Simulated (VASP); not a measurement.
```
CELL_PARAMETERS angstrom
     -2.80500     2.80500     5.51000
      2.80500    -2.80500     5.51000
      2.80500     2.80500    -5.51000
ATOMIC_POSITIONS crystal
  Ga 0.49832 0.51112 0.00584
  Ga 0.24606 0.73729 0.49428
  Cu 0.99882 0.00889 0.00840
  Cu 0.74949 0.25592 0.49757
  Se 0.87549 0.87145 0.49851
  Se 0.12391 0.63247 0.00019
  Se 0.38833 0.37631 0.51224
  Se 0.61957 0.10655 0.98297
```

Computed with PBE GGA, VASP's PBE PAW potentials (set 64) (plane waves; VASP). Settings: 300 eV cut-off, 3×3×4 Γ-centred mesh, Fermi-Dirac smearing of 0.050 eV, potentials Ga_d Cu Se.

At this cut-off the stress carries a Pulay error, which pulls relaxed volumes low. Energy and stress use the plane-wave basis of the starting cell.

Task: The ions, cell shape and volume are relaxed. What does this cell relax into?

Result: 
```
CELL_PARAMETERS angstrom
     -2.83393     2.83381     5.60312
      2.83426    -2.83375     5.60305
      2.83146     2.83131    -5.60298
ATOMIC_POSITIONS crystal
  Ga 0.49934 0.50001 0.99949
  Ga 0.25005 0.74994 0.49991
  Cu 0.00026 0.00097 0.00133
  Cu 0.75043 0.24894 0.49970
  Se 0.87503 0.88049 0.50591
  Se 0.11859 0.62517 0.99369
  Se 0.37562 0.36922 0.49418
  Se 0.63069 0.12527 0.00579
```
Space group I-42d (122), at a tolerance of 0.03 Å.

Task: How do energy and volume change from the first to the last step?

Result: The energy (σ→0) changes by -22.1 meV/atom and the volume by +3.7 %, in 28 ionic steps.

The structure is a typed CuGaSe2 crystal. In the starting cell atoms are displaced from their ideal sites. This run relaxes it. The run is one of a series of settings (EDIFFG = -0.01, IBRION = 2, ISIF = 3, NSW = 50 against the base run), some of them coarse on purpose.
